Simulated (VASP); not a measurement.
```xyz
2
Lattice="0.0000 3.0524 3.0524 3.0524 0.0000 3.0524 3.0524 3.0524 0.0000" Properties=species:S:1:pos:R:3 pbc="T T T"
Ga     0.0000     0.0000     0.0000
Sb     1.5262     1.5262     1.5262
```

Calculation: r2SCAN+rVV10, VASP's PBE PAW potentials (set 64) (plane waves; VASP). Run with 400 eV cut-off, 7×7×7 Γ-centred mesh, Gaussian smearing of 0.050 eV, potentials Ga_d Sb.

Unless said otherwise, spin-orbit coupling is left out, though it shifts the bands of the heavy elements here.

Predict the energy per atom (σ→0), band gap (on the k-mesh) with the smallest direct gap where there is one.

band gap (on the k-mesh): 0.50 eV
smallest direct gap (on the k-mesh): 0.50 eV
energy per atom (σ→0): -18.485 eV/atom

The structure comes from a measured GaSb entry (F-43m) of the Crystallography Open Database, whose conditions weren't checked. It was relaxed first. The start is the result of an earlier pass.
